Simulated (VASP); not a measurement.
Consider the following.

```xyz
4
Lattice="3.2374 0.0000 0.0000 -1.6187 2.8036 0.0000 0.0000 0.0000 5.2221" Properties=species:S:1:pos:R:3 pbc="T T T"
Zn     1.6187     0.9345     2.6141
Zn     0.0000     1.8691     0.0031
O      1.6187     0.9345     4.5940
O      0.0000     1.8691     1.9829
```

The numbers are results of PBE GGA, VASP's PBE PAW potentials (set 64) (plane waves; VASP 6.6.1), not measurements. Settings: 400 eV cut-off, 6×6×4 Γ-centred mesh, Fermi-Dirac smearing of 0.010 eV, potentials Zn O.

### Question
Give the energies of bands 7 to 20 at the high-symmetry points, in eV from the valence-band maximum.

### Answer

| band | Γ | M | K | A | L | H |
|---|---|---|---|---|---|---|
| 7 | -5.53 | -5.06 | -4.73 | -5.65 | -5.17 | -4.95 |
| 8 | -5.53 | -4.92 | -4.73 | -5.65 | -5.17 | -4.95 |
| 9 | -4.52 | -4.49 | -4.59 | -4.39 | -4.32 | -4.51 |
| 10 | -4.52 | -4.34 | -4.46 | -4.39 | -4.32 | -4.51 |
| 11 | -4.31 | -4.26 | -4.44 | -4.39 | -4.23 | -3.98 |
| 12 | -4.31 | -4.18 | -4.44 | -4.39 | -4.23 | -3.98 |
| 13 | -4.03 | -3.72 | -3.76 | -2.26 | -3.77 | -3.72 |
| 14 | -0.80 | -3.57 | -3.53 | -2.26 | -3.77 | -3.72 |
| 15 | -0.80 | -2.85 | -3.53 | -0.40 | -1.52 | -2.71 |
| 16 | -0.09 | -2.29 | -1.94 | -0.40 | -1.52 | -2.71 |
| 17 | 0.00 | -1.30 | -1.94 | -0.40 | -1.39 | -1.27 |
| 18 | 0.00 | -0.85 | -1.75 | -0.40 | -1.39 | -1.27 |
| 19 | 0.78 | 5.79 | 7.66 | 3.45 | 5.71 | 7.99 |
| 20 | 5.24 | 6.87 | 7.73 | 3.45 | 5.71 | 7.99 |

The gap is direct, 0.78 eV, from the valence maximum at Γ to the conduction minimum at Γ.

The structure comes from a computed database's ZnO entry; how it stands against other phases isn't given here. The cell was not relaxed at this level.
